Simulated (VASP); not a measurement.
```xyz
2
Lattice="0.0000 2.9416 2.9416 2.9416 0.0000 2.9416 2.9416 2.9416 0.0000" Properties=species:S:1:pos:R:3 pbc="T T T"
La     0.0000     0.0000     0.0000
S      2.9416     2.9416     2.9416
```

These are PBEsol GGA, VASP's PBE PAW potentials (set 64) (plane waves; VASP) values and carry that method's errors. Numerical set-up: 300 eV cut-off, 7×7×7 Γ-centred mesh, Fermi-Dirac smearing of 0.10 eV, potentials La S.

At this cut-off the stress carries a Pulay error, which pulls relaxed volumes low.

Q: Give the stress tensor in GPa (positive for a compressed cell).

A: 
```
-3.43   0.00   0.00
 0.00  -3.43   0.00
 0.00   0.00  -3.43
```
The pressure is its mean diagonal, -3.43 GPa.

The structure comes from a computed database's LaS entry (Fm-3m); how it stands against other phases isn't given here. The cell was not relaxed at this level. The electron count is odd and the run is not spin-polarised, which forces a metal.
